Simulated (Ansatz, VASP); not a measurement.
# Cross-check of CoO between VASP and Ansatz

Wanted: the spread between two codes on one cell, functional and k mesh. The cell is taken from a series of runs on this material, whose earlier steps may have relaxed, scaled, displaced or heated it; both programs get it as it stands.

Main program and level: Ansatz 0.2.0; plane waves, with VASP 6.6.1 beside it; PBE, DFT+U.

### 1. The structure

Symmetry: Fm-3m, No. 225, cubic system. Conventional cell: a = 4.263 Å, b = 4.263 Å, c = 4.263 Å, α = 90.00°, β = 90.00°, γ = 90.00°. Nearest to Co lie 6 O at 2.13 Å. Nearest to O lie 6 Co at 2.13 Å. Farther neighbours and most contacts between anions are not listed.

### 2. Ansatz: single point, PBE, DFT+U, pair 1

Ansatz runs on its default PAW (the set named soft_2) files.

With cell and atoms fixed, the geometry can't cause a difference; cores, projectors, grids and the points listed under the comparison can.

input.yaml reads:

```yaml
crystal:
  lattice:
    - [0.0, -2.1315, -2.1315]
    - [-4.263, 0.0, 0.0]
    - [2.1315, 4.263, -2.1315]
  atoms:
    - { symbol: Co, position: [0.666666667, 0.666666667, 0.333333333], spin: 3.0 }
    - { symbol: Co, position: [0.333333333, 0.333333333, 0.666666667], spin: 3.0 }
    - { symbol: Co, position: [0.0, 0.0, 0.0], spin: -3.0 }
    - { symbol: O, position: [0.666666667, 0.166666667, 0.333333333] }
    - { symbol: O, position: [0.333333333, 0.833333333, 0.666666667] }
    - { symbol: O, position: [0.0, 0.5, 0.0] }
magnetization:
  spin_polarized: true
kpoints:
  mp_grid: { grid: [9, 9, 9] }
hamiltonian:
  xc: pbe
  hubbard:
    sites:
      - { species: Co, l: d, u_eff: 5.66 }
      - { site: 0, l: d, u_eff: 5.66, starting_ns: [{ spin: up, occupation_matrix: co1_major }, { spin: down, occupation_matrix: co1_minor }] }
      - { site: 1, l: d, u_eff: 5.66, starting_ns: [{ spin: up, occupation_matrix: co1_major }, { spin: down, occupation_matrix: co1_minor }] }
      - { site: 2, l: d, u_eff: 5.66, starting_ns: [{ spin: up, occupation_matrix: co1_minor }, { spin: down, occupation_matrix: co1_major }] }
    projectors: ortho-atomic
    occupation_matrices:
      co1_major:
        matrix:
          - [0.997, 0.0, 0.0, 0.0, 0.0]
          - [0.0, 0.999, 0.0, 0.0, 0.0]
          - [0.0, 0.0, 0.999, 0.0, 0.0]
          - [0.0, 0.0, 0.0, 0.997, 0.0]
          - [0.0, 0.0, 0.0, 0.0, 0.999]
      co1_minor:
        matrix:
          - [0.154, 0.073, -0.073, 0.0, 0.146]
          - [0.073, 0.65, 0.306, 0.126, 0.306]
          - [-0.073, 0.306, 0.65, 0.126, -0.306]
          - [0.0, 0.126, 0.126, 0.154, 0.0]
          - [0.146, 0.306, -0.306, 0.0, 0.65]
scf:
  occupations: { method: fermi_dirac, width: 0.05 }
output:
  eigenvalues: true
```

Run with:

```console
ansatz run input.yaml --threads 4 --pin off --max-ram 8192MiB --backend cpu --events-out ev --progress --plain --runs-dir out
```

Numbers of over 12 decimals in the logs are rounded to 6 here.

Output:

```text
Warning: crystal.symmetry: narrowed to the stabiliser of the occupation matrices — unitary ops 8 → 2; lowered by the specified shells (site 0, l: d), (site 1, l: d), (site 2, l: d); largest admitted image defect 4.4e-16, smallest excluded 4.4e-4 — at a rounding scale rather than a splitting's, so precision (not physics) most likely lowered the group: (i) a fixed point transcribed at too few decimals — re-emit the block at full precision (to 7 decimals or more, rounded to nearest) from a symmetrised source (a converged report's `n_mat` / `n_mat_spinor`) (of a frozen-density pass: in the run whose state it reads); [rest of the remark cut]
Engine: ansatz 0.2.0, aarch64-unknown-linux-gnu
Pseudopotentials: kind: paw
Pseudopotential: Co, paw, valence charge 17, recommended cutoff 420 eV (normal), Co.paw.azcp
Pseudopotential: O, paw, valence charge 6, recommended cutoff 420 eV (normal), O.paw.azcp
Functional definition: PBE
  parameter kappa = 0.804
  parameter beta = 0.066725
  exchange = pbe_x(kappa = kappa, mu = beta*pi^2/3)
  correlation = pbe_c(beta = beta)
Crystal: 6 atoms, lattice volume = 58.104 Å³
Basis set: ecut = 420 eV, 1105 PW (Γ)
Bands: 47, of which v1, the nominal top of the filled ones, is band 35 counted from 1 (34 counted from 0)
Symmetry: 2 space group operations
k-points: 365 of 729
Non-local potential: Co, projectors of the file, l = 0: 3, l = 1: 2, l = 2: 3, l = 3: 1
Non-local potential: O, projectors of the file, l = 0: 2, l = 1: 2, l = 2: 1
PAW form: soft (Blöchl's): semilocal exchange-correlation on the pseudo side does not see the compensation charge
PAW one-centre angular grid: Co, 590 points (default); XC on 64 Gauss nodes
PAW one-centre angular grid: O, 110 points (default); XC on 64 Gauss nodes
Initial density: superposition of atomic densities (chi_scale 0.1, normalization cell, long waves kept (reshape's long-wave potential 0.00 eV rms))
Starting moments: Σ|m| = 9 μB on 3 of 6 sites
Initial wavefunctions: pseudopotential atomic-orbital guess
Functional: x = pbe(κ = 0.804, μ = 0.219515), c = pbe(β = 0.066725)
SCF iter   1: F=—  HF=-17074.022010 eV  |F-HF|=—  |Δ(HF+E_count)|=         —  Δρ=1.27e-1 (↑1.08e-1 ↓1.27e-1)  dr2=1.71e1  dr2_m=1.33e0  M=2.999 μB ∫|m|=7.816 μB  β_m=0.30  ethr=3.10e-3  ⟨swp⟩=5.4  Hψ=113311  notcnv=0  defer=47
preconditioner: auto → Resta (q_TF=auto, 2.808 Å⁻¹)  ε∞=6.8  [insulator: Δε(μ)=0.371 eV  Ē_g=13.514 eV  σ=0.050 eV  W_gap=0.95  n_scr=20 (ndim 8)  ℏωp=32.7 eV  f_vac=0.000  D(μ)=0.01/eV (n_scr^D=0)  ε∞_Penn≈6.8]
spin=Collinear: Resta preconditioning applied to the charge; magnetization (m = ρ↑ − ρ↓) channel mixes plain (no charge-response kernel on spin).
SCF iter   2: F=—  HF=-17072.018887 eV  |F-HF|=—  |Δ(HF+E_count)|=    2.00e0  Δρ=6.01e-2 (↑4.85e-2 ↓6.01e-2)  dr2=1.27e0  dr2_m=7.47e-1  M=3.000 μB ∫|m|=8.459 μB  β_m=1.00  ethr=3.10e-3  ⟨swp⟩=3.0  Hψ=76733  notcnv=0  defer=3072
SCF iter   3: F=—  HF=-17072.476719 eV  |F-HF|=—  |Δ(HF+E_count)|=   4.58e-1  Δρ=2.79e-2 (↑2.79e-2 ↓2.72e-2)  dr2=5.19e-1  dr2_m=7.83e-3  M=3.000 μB ∫|m|=8.532 μB  β_m=1.00  ethr=1.83e-3  ⟨swp⟩=2.5  Hψ=56360  notcnv=0  defer=4626
SCF iter   4: F=—  HF=-17072.788169 eV  |F-HF|=—  |Δ(HF+E_count)|=   3.11e-1  Δρ=7.70e-3 (↑7.70e-3 ↓7.66e-3)  dr2=3.72e-2  dr2_m=1.81e-3  M=3.000 μB ∫|m|=8.562 μB  β_m=0.30  ethr=7.52e-4  ⟨swp⟩=2.0  Hψ=49850  notcnv=0  defer=4626
Mixer restart at iter 4: flushing history
spin-set hold released at iteration 4 (site moments contracting): the magnetisation degrees of freedom join the quasi-Newton model from the next iteration; the mixer history was flushed
SCF iter   5: F=—  HF=-17072.964525 eV  |F-HF|=—  |Δ(HF+E_count)|=   1.76e-1  Δρ=5.55e-3 (↑5.55e-3 ↓5.48e-3)  dr2=2.10e-2  dr2_m=1.16e-3  M=3.000 μB ∫|m|=8.568 μB  β_m=0.65  ethr=5.39e-5  ⟨swp⟩=2.0  Hψ=54298  notcnv=0  defer=4600
SCF iter   6: F=—  HF=-17073.149430 eV  |F-HF|=—  |Δ(HF+E_count)|=   1.85e-1  Δρ=1.61e-3 (↑1.61e-3 ↓1.29e-3)  dr2=1.79e-3  dr2_m=1.25e-4  M=3.000 μB ∫|m|=8.575 μB  β_m=0.64  ethr=3.04e-5  ⟨swp⟩=2.0  Hψ=59705  notcnv=0  defer=4591
SCF iter   7: F=—  HF=-17073.149567 eV  |F-HF|=—  |Δ(HF+E_count)|=   1.37e-4  Δρ=6.12e-4 (↑5.27e-4 ↓6.12e-4)  dr2=4.79e-4  dr2_m=2.68e-5  M=3.000 μB ∫|m|=8.578 μB  β_m=0.76  ethr=2.59e-6  ⟨swp⟩=2.0  Hψ=50194  notcnv=0  defer=4536
SCF iter   8: F=—  HF=-17073.149812 eV  |F-HF|=—  |Δ(HF+E_count)|=   2.45e-4  Δρ=4.25e-4 (↑3.93e-4 ↓4.25e-4)  dr2=1.55e-4  dr2_m=6.66e-6  M=3.000 μB ∫|m|=8.576 μB  β_m=0.72  ethr=6.94e-7  ⟨swp⟩=2.0  Hψ=55173  notcnv=0  defer=4536
SCF iter   9: F=—  HF=-17073.149831 eV  |F-HF|=—  |Δ(HF+E_count)|=   1.83e-5  Δρ=1.72e-4 (↑1.29e-4 ↓1.72e-4)  dr2=1.49e-5  dr2_m=4.12e-6  M=3.000 μB ∫|m|=8.576 μB  β_m=0.86  ethr=2.24e-7  ⟨swp⟩=2.0  Hψ=54087  notcnv=0  defer=4536
[...]
SCF iter  12: F=—  HF=-17073.149879 eV  |F-HF|=—  |Δ(HF+E_count)|=   3.80e-6  Δρ=4.48e-5 (↑4.48e-5 ↓4.20e-5)  dr2=2.04e-6  dr2_m=1.59e-7  M=3.000 μB ∫|m|=8.576 μB  β_m=0.98  ethr=4.79e-9  ⟨swp⟩=2.0  Hψ=54601  notcnv=0  defer=4536
SCF iter  13: F=—  HF=-17073.149882 eV  |F-HF|=—  |Δ(HF+E_count)|=   3.72e-6  Δρ=2.96e-5 (↑2.96e-5 ↓2.11e-5)  dr2=5.23e-7  dr2_m=1.08e-7  M=3.000 μB ∫|m|=8.576 μB  β_m=0.99  ethr=2.96e-9  ⟨swp⟩=2.0  Hψ=51670  notcnv=0  defer=4536
SCF iter  14: F=—  HF=-17073.149885 eV  |F-HF|=—  |Δ(HF+E_count)|=   2.67e-6  Δρ=3.08e-5 (↑3.08e-5 ↓2.31e-5)  dr2=5.24e-7  dr2_m=1.07e-7  M=3.000 μB ∫|m|=8.576 μB  β_m=1.00  ethr=7.57e-10  ⟨swp⟩=2.0  Hψ=52988  notcnv=0  defer=4536
SCF iter  15: F=—  HF=-17073.149888 eV  |F-HF|=—  |Δ(HF+E_count)|=   3.05e-6  Δρ=2.57e-5 (↑2.57e-5 ↓1.54e-5)  dr2=1.57e-7  dr2_m=9.98e-8  M=3.000 μB ∫|m|=8.576 μB  β_m=1.00  ethr=7.57e-10  ⟨swp⟩=2.0  Hψ=54958  notcnv=0  defer=4536
SCF iter  16: F=—  HF=-17073.149892 eV  |F-HF|=—  |Δ(HF+E_count)|=   3.66e-6  Δρ=2.40e-5 (↑2.40e-5 ↓1.44e-5)  dr2=1.63e-7  dr2_m=8.91e-8  M=3.000 μB ∫|m|=8.576 μB  β_m=0.69  ethr=1.45e-10  ⟨swp⟩=8.8  Hψ=140655  notcnv=0
SCF iter  17: F=—  HF=-17073.149895 eV  |F-HF|=—  |Δ(HF+E_count)|=   3.43e-6  Δρ=2.31e-5 (↑2.31e-5 ↓1.36e-5)  dr2=1.25e-7  dr2_m=8.10e-8  M=3.000 μB ∫|m|=8.576 μB  β_m=0.08  ethr=2.28e-10  ⟨swp⟩=2.2  Hψ=55093  notcnv=0
SCF iter  18: F=—  HF=-17073.149898 eV  |F-HF|=—  |Δ(HF+E_count)|=   2.55e-6  Δρ=2.13e-5 (↑2.13e-5 ↓1.17e-5)  dr2=7.89e-8  dr2_m=7.22e-8  M=3.000 μB ∫|m|=8.576 μB  β_m=0.11  ethr=1.45e-10  ⟨swp⟩=4.0  Hψ=98638  notcnv=0
SCF iter  19: F=—  HF=-17073.149901 eV  |F-HF|=—  |Δ(HF+E_count)|=   3.76e-6  Δρ=1.98e-5 (↑1.98e-5 ↓1.09e-5)  dr2=7.03e-8  dr2_m=6.24e-8  M=3.000 μB ∫|m|=8.576 μB  β_m=0.44  ethr=1.14e-10  ⟨swp⟩=4.0  Hψ=110656  notcnv=0
SCF iter  20: F=—  HF=-17073.149913 eV  |F-HF|=—  |Δ(HF+E_count)|=   1.18e-5  Δρ=1.34e-5 (↑1.34e-5 ↓7.71e-6)  dr2=5.24e-8  dr2_m=2.67e-8  M=3.000 μB ∫|m|=8.576 μB  β_m=1.00  ethr=1.02e-10  ⟨swp⟩=6.0  Hψ=128311  notcnv=0
SCF iter  21: F=-17073.149918 eV  HF=-17073.149918 eV  |F-HF|=5.83e-8  |Δ(HF+E_count)|=   5.07e-6  Δρ=7.74e-6 (↑7.74e-6 ↓5.66e-6)  dr2=2.93e-8  dr2_m=8.33e-9  M=3.000 μB ∫|m|=8.576 μB  ethr=7.59e-11  ⟨swp⟩=6.0  Hψ=139223  notcnv=0
SCF 1 converged in 21 iterations: F = -17073.149918 eV  dr2 = 2.93e-8
  greatest PAW one-centre occupation: 1.004 electrons in one spin orbital (limit 2), on the Co atom at site 2 (counted from 0), in its partial waves of l = 1
SCF converged after 21 iterations
Magnetization: 3.0000 μB (36.0000 up, 33.0000 down)
Absolute magnetization: 8.5720 μB (∫|ρ↑−ρ↓|, with the PAW one-centre terms)
Spin contamination: 2.9625 ħ² per cell (⟨S²⟩ above its minimum at these occupations)
Per-site moments (μB) at R_I (Å): [(2.625766, 0.879244), (2.625766, 0.879244), (-2.608174, 0.879244), (0.056668, 0.879244), (0.056668, 0.879244), (0.063048, 0.879244)]
Free energy (F): -17073.149918 eV
Harris-Foulkes:  -17073.149918 eV  (|F-HF|=5.83e-8)
Internal energy: -17073.149918 eV  (E = F + TS)
E sigma→0 (E₀):  -17073.149918 eV
Fermi energy:    14.094083 eV
--- Per-component energies (eV) ---
  E_band       = -979.973949
  E_kinetic    = 1851.563907
  E_local      = -10302.289686  (includes V_loc(G=0)·N_el)
  E_nonlocal   = 1543.390757
  E_hartree    = 4225.311583
  E_xc         = -686.737872
  E_vxc        = -882.431498  (∫ρ·V_xc dr)
  E_hubbard    = 2.310609  (on-site DFT+U / exact-exchange correction)
  E_vhub       = -57.007474  (the Hubbard potential's part of the band-sum identity)
  E_paw        = -5030.511640  (= ΣΔE_a)
  E_vpaw       = -1583.842511  (= ΣTr[D̂ρ^β])
  E_aug_tail   = 0.007621  (compensation charges beyond the density's cutoff)
  E_ewald      = -8676.195198
  E_smearing   = -0.000000  (= −TS)
  E_closure    = -0.000000  (closes the sum)
  Σ components = -17073.149918   (vs F -17073.149918, Δ=0.00e0)
--- Specified on-site occupations, and those of the state reported ---
  electrons in the specified blocks: 21.7470 specified, 21.7768 found
  site 2 (l=d) ↑: largest change of an orbital's occupation 0.0217; electrons 2.2580 specified, 2.2779 found; spectral distance 0.0164
  site 0 (l=d) ↓: largest change of an orbital's occupation 0.0106; electrons 2.2580 specified, 2.2677 found; spectral distance 0.0081
  site 1 (l=d) ↓: largest change of an orbital's occupation 0.0106; electrons 2.2580 specified, 2.2677 found; spectral distance 0.0081
  site 2 (l=d) ↓: largest change of an orbital's occupation 0.0018; electrons 4.9910 specified, 4.9860 found; spectral distance 0.0028
  site 0 (l=d) ↑: largest change of an orbital's occupation 0.0010; electrons 4.9910 specified, 4.9888 found; spectral distance 0.0015
  site 1 (l=d) ↑: largest change of an orbital's occupation 0.0010; electrons 4.9910 specified, 4.9888 found; spectral distance 0.0015
--- Band table (eV; the first three rows and the last of 730) ---
  k-point 0 ↑: bands = [... 31 lower, 11.3099, 11.3396, 11.3411, 11.3468, 12.3341, 15.0282, 16.2889, 16.6315, ... 8 higher]
  k-point 1 ↑: bands = [... 31 lower, 11.1541, 11.2469, 11.4017, 11.4956, 12.3367, 15.3343, 16.2913, 16.6286, ... 8 higher]
  k-point 2 ↑: bands = [... 31 lower, 10.8862, 11.2533, 11.4383, 11.6526, 12.4395, 16.0375, 16.2978, 16.6431, ... 8 higher]
  k-point 364 ↓: bands = [... 31 lower, 11.2741, 11.7881, 16.3714, 16.4641, 16.8163, 16.8816, 16.9999, 17.7164, ... 8 higher]
Occupation matrices written to <dir>
```

[end of part 1 of 2]

[Lines on the potential files, build, host, timing and source positions are cut from VASP's logs without a mark.]

[Logs are printed without paths, hosts, clocks, repeated set-up lines and the standing remarks that a program may print on its own settings, such as how far it seeks lower states.]

[Hosts, paths, dates, database ids (printed as entryN), source tags and the programs' standing remarks are cut or masked in the printed files.]
